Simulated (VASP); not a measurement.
Computed with PBEsol GGA, VASP's PBE PAW potentials (set 64) (plane waves; VASP). Each cell was relaxed at this level.

Which of these has an unstable (imaginary) mode at Γ?
A. ZrPbO3, Amm2 (38)
B. Mg3Al, Pmm2 (25)
C. Te, P3_121 (152)
D. CaB6, Pm-3m (221)

A, ZrPbO3, Amm2 (38). Its optical Γ-point modes are 71i, 73, 139, 175, 195, 196, 212, 254, 299, 504, 544, 557 cm⁻¹.
